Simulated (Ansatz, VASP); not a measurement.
# Be in two plane-wave programs, part 2 of 2

One calculation is typed for both programs; each brings its own data sets. How far apart do they land? The cell is taken from a series of runs on this material, whose earlier steps may have relaxed, scaled, displaced or heated it; both programs get it as it stands.

VASP 6.6.1 and Ansatz 0.2.0.

So far: The structure; VASP: relaxation of cell and atoms, PBEsol, pair 1; Ansatz: relaxation of cell and atoms, PBEsol, pair 1; Differences; Ansatz: relaxation of cell and atoms, PBEsol, pair 2.

**6. VASP: relaxation of cell and atoms, PBEsol, pair 2**

Level of this step: PBEsol; plane waves and PAW (Be) (VASP).

The same cell, functional, mesh and smearing now go to VASP, with its own data sets.

Input file INCAR:

```
SYSTEM = Be
PREC = Accurate
ENCUT = 600
EDIFF = 1E-07
NELM = 120
ISMEAR = 1
SIGMA = 0.2
LREAL = .FALSE.
ALGO = Normal
GGA = PS
NBANDS = 8
LORBIT = 11
LWAVE = .FALSE.
LCHARG = .FALSE.
ISIF = 3
IBRION = 2
NSW = 80
EDIFFG = -0.005
LASPH = .TRUE.
GGA_COMPAT = .FALSE.
NELMIN = 4
KPAR = 2
```

Input file POSCAR:

```
Be
1.0
    2.2595550000      0.0000000000      0.0000000000
   -1.1297780000      1.9568320000      0.0000000000
    0.0000000000      0.0000000000      3.5455970000
Be
2
Direct
    0.6666665587      0.3333331858      0.7500000000
    0.3333332253      0.6666665192      0.2500000000
```

Input file KPOINTS:

```
Automatic mesh
0
Gamma
21 21 12
0 0 0
```

The projector-augmented-wave data sets are Be (PBE family, release 64).

Run with:

```
mpirun -np 2 vasp_std
```

Numbers of over 12 decimals in the logs are rounded to 6 here.

What it wrote:

```text
[banner, memory and clock lines left out]
running    2 mpi-ranks, on    1 nodes
[...]
[... a notice as in an earlier step ...]

 LDA part: xc-table for (Slater+PW92), standard interpolation
 POSCAR, INCAR and KPOINTS ok, starting setup
[...]
entering main loop
       N       E                     dE             d eps       ncg     rms          rms(c)
DAV:   1    -0.306458763272E+01   -0.30646E+01   -0.19311E+03  5408   0.460E+02
DAV:   2    -0.800241741726E+01   -0.49378E+01   -0.46675E+01  8672   0.554E+01
DAV:   3    -0.802573774926E+01   -0.23320E-01   -0.22946E-01  5864   0.316E+00
DAV:   4    -0.802575959145E+01   -0.21842E-04   -0.21842E-04  8208   0.920E-02
[...]
DAV:   8    -0.799233723457E+01    0.20095E-05   -0.12479E-05  6016   0.284E-02    0.622E-03
DAV:   9    -0.799233789485E+01   -0.66027E-06   -0.45760E-07  7024   0.495E-03    0.458E-04
DAV:  10    -0.799233788805E+01    0.67976E-08   -0.33266E-10  4336   0.141E-04
   1 F= -.79923379E+01 E0= -.79920109E+01  d E =-.799234E+01
[...]
N       E                     dE             d eps       ncg     rms          rms(c)
DAV:   1    -0.799276382898E+01   -0.42593E-03   -0.36938E-03  6776   0.333E-01    0.223E-02
DAV:   2    -0.799275896935E+01    0.48596E-05   -0.18428E-05  5824   0.327E-02    0.135E-02
DAV:   3    -0.799275450909E+01    0.44603E-05   -0.24917E-06  7000   0.880E-03    0.282E-04
DAV:   4    -0.799275450136E+01    0.77299E-08   -0.18590E-08  4712   0.105E-03
   2 F= -.79927545E+01 E0= -.79924366E+01  d E =-.416613E-03
 trial-energy change:   -0.000417  1 .order   -0.000419   -0.000753   -0.000084
 step:   1.1287(harm=  1.1258)  dis= 0.00000  next Energy=    -7.992760 (dE=-0.422E-03)
[...]
N       E                     dE             d eps       ncg     rms          rms(c)
DAV:   1    -0.799275988966E+01   -0.53806E-05   -0.61377E-05  6768   0.428E-02    0.294E-03
DAV:   2    -0.799275972063E+01    0.16902E-06   -0.30677E-07  5816   0.422E-03    0.178E-03
DAV:   3    -0.799275951359E+01    0.20704E-06   -0.42544E-08  5120   0.114E-03    0.375E-05
DAV:   4    -0.799275951207E+01    0.15272E-08   -0.50044E-10  2704   0.200E-04
   3 F= -.79927595E+01 E0= -.79924431E+01  d E =-.421624E-03
[...]
reached required accuracy - stopping structural energy minimisation
```

From OUTCAR (step 6):

```text
  Total       -0.0074441     -0.0074441     -0.0030443      0.0000000      0.0000000      0.0000000
  in kB       -0.7584411     -0.7584411     -0.3101657      0.0000002      0.0000000      0.0000000
  external PRESSURE =      -0.6090160 kB  Pullay stress =       0.0000000 kB

 POSITION                                       TOTAL-FORCE (eV/Angst)
 -----------------------------------------------------------------------------------
      1.12888      0.65176      2.67164        -0.000000      0.000000      0.000000
     -0.00000      1.30352      0.89055         0.000000     -0.000000      0.000000
 -----------------------------------------------------------------------------------
    total drift:                               -0.000001     -0.000002      0.000000

  FREE ENERGIE OF THE ION-ELECTRON SYSTEM (eV)
  ---------------------------------------------------
  free  energy   TOTEN  =        -7.9927595121 eV

  energy  without entropy=       -7.9918103394  energy(sigma->0) =       -7.99244312

[... 1 part as in an earlier step ...]

[... 3 further parts left out ...]
[key lines of the parts left out:]
E-fermi :   7.1014
```

The run keeps the 24 symmetry operations of its start, so it cannot find a distortion of lower symmetry.

**7. Comparison**

Both answers:

| quantity | Ansatz | VASP | difference |
| --- | --- | --- | --- |
| volume (Å³) | 15.67 | 15.73 | -0.38 % |
| edge a after relaxation, in the typed setting (Å) | 2.255 | 2.258 | -0.13 % |
| edge c after relaxation, in the typed setting (Å) | 3.558 | 3.562 | -0.12 % |

**8. Ansatz: zone-centre phonons, PBEsol**

Second derivatives magnify differences that forces hide, and they need a tight electronic threshold.

The cell is taken from a series of runs on this material, whose earlier steps may have relaxed, scaled, displaced or heated it; both programs get it as it stands.

Input file input.yaml:

```yaml
crystal:
  lattice:
    - [2.2548058105, 0.0, 0.0]
    - [-1.1274029052, 1.9527191125, 0.0]
    - [0.0, 0.0, 3.5578233798]
  atoms:
    - { symbol: Be, position: [0.6666666667, 0.3333333333, 0.75] }
    - { symbol: Be, position: [0.3333333333, 0.6666666667, 0.25] }
kpoints:
  mp_grid: { grid: [21, 21, 12] }
hamiltonian:
  xc: pbesol
  pseudopotentials: { kind: paw, azcp: { folder: soft_1 }, xc_functional: pbe }
scf:
  occupations: { method: methfessel_paxton, width: 0.2 }
output:
  eigenvalues: true
phonons:
  method: dfpt
```

Run with:

```
ansatz run input.yaml --threads 4 --pin off --max-ram 10240MiB --backend cpu --events-out ev --progress --plain --runs-dir out
```

What it wrote:

```text
zone centre: on kpoints.mp_grid the ground state, and the responses unless they are solved on pairs of k-points, stand on 847 of the mesh's 5292 k-points, reduced under 4 symmetry operations, with k and −k counted as one. Each operation leaves every solved displacement unchanged or reverses it
[...]
Crystal: 2 atoms, lattice volume = 15.665 Å³
[...]
k mesh reduced under 4 symmetry operations, with k and −k counted as one. Each operation leaves every solved displacement unchanged or reverses it
  ASR residual: 7.747e-5 → 0.000e0 eV/Å²; symmetrization residual: 1.396e-11 eV/Å²
  ASR residual per site (eV/Å²): 7.75e-5 7.75e-5
  Γ frequencies (cm⁻¹): 0.00 0.00 0.00 463.05 463.05 700.65
  non-analytic LO–TO correction: not included (Born effective charges unavailable; polar crystals: no LO–TO splitting at Γ)
[key lines of the parts left out:]
SCF converged after 6 iterations
Free energy (F): -180.697102 eV
Fermi energy:    8.229495 eV
```

**9. VASP: zone-centre phonons, PBEsol**

The same cell, functional, mesh and smearing now go to VASP, with its own data sets.

Input file INCAR:

```
SYSTEM = Be
PREC = Accurate
ENCUT = 600
EDIFF = 1E-08
NELM = 120
ISMEAR = 1
SIGMA = 0.2
LREAL = .FALSE.
ALGO = Normal
GGA = PS
NBANDS = 8
LORBIT = 11
LWAVE = .FALSE.
LCHARG = .FALSE.
ISIF = 2
IBRION = 8
LASPH = .TRUE.
GGA_COMPAT = .FALSE.
KPAR = 2
```

Input file POSCAR:

```
Be
1.0
    2.2548058105      0.0000000000      0.0000000000
   -1.1274029052      1.9527191125      0.0000000000
    0.0000000000      0.0000000000      3.5578233798
Be
2
Direct
    0.6666666666      0.3333333332      0.7500000000
    0.3333333332      0.6666666666      0.2500000000
```

KPOINTS is that of step 6.

Run with:

```
mpirun -np 2 vasp_std
```

What it wrote:

```text
[... set-up lines as in an earlier step ...]
 entering main loop
       N       E                     dE             d eps       ncg     rms          rms(c)
DAV:   1    -0.306606298473E+01   -0.30661E+01   -0.19438E+03  5400   0.458E+02
DAV:   2    -0.800544383909E+01   -0.49394E+01   -0.47351E+01  8528   0.561E+01
DAV:   3    -0.802586444632E+01   -0.20421E-01   -0.20385E-01  5912   0.315E+00
DAV:   4    -0.802588027045E+01   -0.15824E-04   -0.15824E-04  7952   0.907E-02
[...]
DAV:   8    -0.799269677624E+01    0.22164E-05   -0.11888E-05  6056   0.279E-02    0.618E-03
DAV:   9    -0.799269745660E+01   -0.68036E-06   -0.45418E-07  7032   0.494E-03    0.457E-04
DAV:  10    -0.799269744711E+01    0.94880E-08   -0.34493E-10  5784   0.141E-04
   1 F= -.79926974E+01 E0= -.79923836E+01  d E =-.941526E-03
 Linear response reoptimize wavefunctions to high precision
DAV:   1    -0.799269743874E+01    0.83684E-08   -0.98388E-11  5552   0.882E-05
DAV:   2    -0.799269743874E+01   -0.17053E-12   -0.17115E-12  2864   0.111E-05
 Linear response DOF=           2
 Linear response progress:
[...]
RMM:   7    -0.667257139823E-02    0.82119E-08    0.12253E-10 38358   0.369E-06    0.187E-06
 first order change of Fermi-energy   0.20962E-05
 force on displaced ion       1 direction 1 :  -3.562   0.000   0.000
 Linear response progress:
  Degree of freedom:   2/  2
       N       E                     dE             d eps       ncg     rms          rms(c)
RMM:   1    -0.170621426360E-01   -0.17062E-01    0.27047E-02 19575   0.658E-01
RMM:   2    -0.149312369018E-01    0.21309E-02    0.37057E-03 12648   0.911E-02    0.105E-01
RMM:   3    -0.147858083386E-01    0.14543E-03   -0.37678E-04 12471   0.906E-02    0.392E-02
RMM:   4    -0.149346387035E-01   -0.14883E-03   -0.43702E-04 12824   0.516E-02    0.409E-03
RMM:   5    -0.148989438115E-01    0.35695E-04    0.33975E-05 13297   0.380E-03    0.579E-04
RMM:   6    -0.149025472212E-01   -0.36034E-05    0.62772E-06 13187   0.375E-04    0.721E-05
RMM:   7    -0.149027959235E-01   -0.24870E-06    0.12387E-06 13552   0.404E-05    0.175E-05
RMM:   8    -0.149029682072E-01   -0.17228E-06    0.20617E-08 12921   0.144E-05    0.694E-07
RMM:   9    -0.149029699058E-01   -0.16986E-08    0.67671E-09 12639   0.181E-06    0.254E-07
 first order change of Fermi-energy   0.20302E-05
 force on displaced ion       1 direction 3 :  -0.000   0.000  -8.296
 Linear response finished
```

Parts of OUTCAR (step 9):

```text
  Total        0.0382559      0.0382559      0.0458224      0.0000000      0.0000000      0.0000000
  in kB        3.9126903      3.9126903      4.6865654      0.0000000      0.0000000      0.0000000
  external PRESSURE =       4.1706487 kB  Pullay stress =       0.0000000 kB

 POSITION                                       TOTAL-FORCE (eV/Angst)
 -----------------------------------------------------------------------------------
      1.12740      0.65091      2.66837        -0.000000      0.000000      0.000000
     -0.00000      1.30181      0.88946         0.000000      0.000000      0.000000
 -----------------------------------------------------------------------------------
    total drift:                               -0.000000     -0.000000      0.000000

[... 1 part as in an earlier step ...]

[... 1 further part left out ...]
```

**10. Comparison**

Compared:

| quantity | Ansatz | VASP | difference |
| --- | --- | --- | --- |
| optical mode 1 to 2 (cm⁻¹) | 463.1 | 463.6 | -0.12 % |
| optical mode 3 (cm⁻¹) | 700.6 | 707.5 | -0.97 % |

Modes are paired by rising frequency, not by their patterns, so a pair may set unlike modes beside each other; they are those without the splitting of longitudinal modes.

**11. Results**

| Item | Value |
| --- | --- |
| difference in volume (relaxation of cell and atoms, PBEsol, pair 1) | -0.30 % |
| difference in volume (relaxation of cell and atoms, PBEsol, pair 2) | -0.38 % |
| r.m.s. difference of the optical zone-centre modes, each program's sorted by frequency (zone-centre phonons, PBEsol) | 4.0 cm⁻¹ |
| difference in optical mode 3 (zone-centre phonons, PBEsol) | -1.0 % |

The difference in volume is -0.38 % (relaxation of cell and atoms, PBEsol, pair 2), within the 1.2 % picked in this series as the mark of a large difference, as far as the stopping tolerances let one tell. Among the rows given in per cent, the largest difference of the zone-centre phonons, PBEsol pair is in optical mode 3, -1.0 %. 2 further runs of this series are not shown here. Such differences can come from data sets, numerical settings and the points named under the comparisons, not from the functional's error against experiment.

[Lines on the potential files, build, host, timing and source positions are cut from VASP's logs without a mark.]

[Logs are printed without paths, hosts, clocks, repeated set-up lines and the standing remarks that a program may print on its own settings, such as how far it seeks lower states.]

[Hosts, paths, dates, database ids (printed as entryN), source tags and the programs' standing remarks are cut or masked in the printed files.]
